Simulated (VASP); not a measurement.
Output of a VASP run:

### OSZICAR
```
       N       E                     dE             d eps       ncg     rms          rms(c)
DAV:   1     0.519719097639E+01    0.51972E+01   -0.31302E+03   800   0.755E+02
DAV:   2    -0.160702663816E+02   -0.21267E+02   -0.20996E+02  1144   0.842E+01
DAV:   3    -0.167475448825E+02   -0.67728E+00   -0.67728E+00  1040   0.212E+01
DAV:   4    -0.167488572996E+02   -0.13124E-02   -0.13124E-02  1096   0.963E-01
DAV:   5    -0.167488636509E+02   -0.63513E-05   -0.63513E-05  1032   0.488E-02    0.685E+00
DAV:   6    -0.157269346835E+02    0.10219E+01   -0.87840E-01   848   0.568E+00    0.347E+00
DAV:   7    -0.153828085967E+02    0.34413E+00   -0.11119E+00   888   0.681E+00    0.515E-01
DAV:   8    -0.153918508377E+02   -0.90422E-02   -0.18761E-02   888   0.111E+00    0.946E-02
DAV:   9    -0.153917118476E+02    0.13899E-03   -0.81173E-04  1088   0.217E-01    0.171E-02
DAV:  10    -0.153917280011E+02   -0.16153E-04   -0.28621E-05   920   0.514E-02    0.981E-03
DAV:  11    -0.153917274012E+02    0.59985E-06   -0.52639E-06   944   0.123E-02    0.126E-03
DAV:  12    -0.153917274216E+02   -0.20410E-07   -0.13181E-07   728   0.331E-03
   1 F= -.15391727E+02 E0= -.15391727E+02  d E =0.000000E+00
```

OUTCAR:
```
------------------------ aborting loop because EDIFF is reached ----------------------------------------
  FORCE on cell =-STRESS in cart. coord.  units (eV):
  Direction    XX          YY          ZZ          XY          YZ          ZX
  --------------------------------------------------------------------------------------
  Total        0.0488827      0.0488827      0.0580903      0.0000000      0.0000000      0.0000000
  in kB        1.2961462      1.2961462      1.5402897      0.0000000      0.0000000      0.0000000
  external PRESSURE =       1.3775274 kB  Pullay stress =       0.0000000 kB
  volume of cell :       60.42
      direct lattice vectors                 reciprocal lattice vectors
     4.488519624  0.000000000  0.000000000     0.222790604  0.000000000  0.000000000
     0.000000000  4.488519624  0.000000000     0.000000000  0.222790604  0.000000000
     0.000000000  0.000000000  2.999200364     0.000000000  0.000000000  0.333422205
 POSITION                                       TOTAL-FORCE (eV/Angst)
 -----------------------------------------------------------------------------------
      0.00000      0.00000      0.00000         0.000000     -0.000000      0.000000
      2.24426      2.24426      1.49960         0.000000     -0.000000      0.000000
      1.36544      1.36544      0.00000        -0.005539     -0.005539      0.000000
      3.60970      0.87882      1.49960        -0.005539      0.005539      0.000000
      0.87882      3.60970      1.49960         0.005539     -0.005539      0.000000
      3.12308      3.12308      0.00000         0.005539      0.005539      0.000000
 -----------------------------------------------------------------------------------
    total drift:                                0.000000      0.000000     -0.000000
  FREE ENERGIE OF THE ION-ELECTRON SYSTEM (eV)
  ---------------------------------------------------
  free  energy   TOTEN  =       -15.3917274216 eV

  energy  without entropy=      -15.3917274216  energy(sigma->0) =      -15.39172742

 total charge

# of ion       s       p       d       tot
------------------------------------------
    1        0.151   0.151   0.041   0.342
    2        0.151   0.151   0.041   0.342
    3        0.579   0.002   0.000   0.581
    4        0.579   0.002   0.000   0.581
    5        0.579   0.002   0.000   0.581
    6        0.579   0.002   0.000   0.581
--------------------------------------------------
tot          2.616   0.311   0.081   3.008

 Electric field gradients after diagonalization (V/A^2)
 (convention: |V_zz| > |V_xx| > |V_yy|)
----------------------------------------------------------------------
 ion       V_xx      V_yy      V_zz     asymmetry (V_yy - V_xx)/ V_zz
----------------------------------------------------------------------
   1      -5.309    -0.121     5.430       0.956
   2      -5.309    -0.121     5.430       0.956
   3       4.341     1.019    -5.360       0.620
   4       4.341     1.019    -5.360       0.620
   5       4.341     1.019    -5.360       0.620
   6       4.341     1.019    -5.360       0.620
```
(Selected blocks of OUTCAR.)

File POSCAR:
```
MgH2
1
    4.4885196240     0.0000000000     0.0000000000
   -0.0000000000     4.4885196240     0.0000000000
    0.0000000000     0.0000000000     2.9992003638
Mg H
2 4
Direct
  1.0000000000   0.0000000000   1.0000000000
  0.5000000000   0.5000000000   0.5000000000
  0.3042068298   0.3042068298   0.0000000000
  0.8042068298   0.1957931702   0.5000000000
  0.1957931702   0.8042068298   0.5000000000
  0.6957931702   0.6957931702   1.0000000000
```

### Question
Write an INCAR and KPOINTS that could have produced this output.

### Answer
This is not unique; one that fits is the input of the run itself, rev-vdW-DF2, plane waves, VASP's PBE PAW potentials (set 64).

INCAR:
```
SYSTEM = MgH2
PREC = Accurate; ENCUT = 520; LREAL = .False.
LASPH = .True.
EDIFF = 1E-7; NELM = 100; ALGO = Normal
ISMEAR = -5
GGA = MK; LUSE_VDW = .True.; AGGAC = 0.0
PARAM1 = 0.1234568; PARAM2 = 0.7114; ZAB_VDW = -1.8867
ISIF = 2
LWAVE = .False.; LCHARG = .True.; LORBIT = 11
NEDOS = 601
LEFG = .True.
```

File KPOINTS:
```
Automatic mesh
0
Gamma
6 6 8
0 0 0
```

POTCAR, in this order: Mg H (PBE.64 set). Program: vasp_std.

The compound is MgH2 in the rutile structure. It was relaxed first.
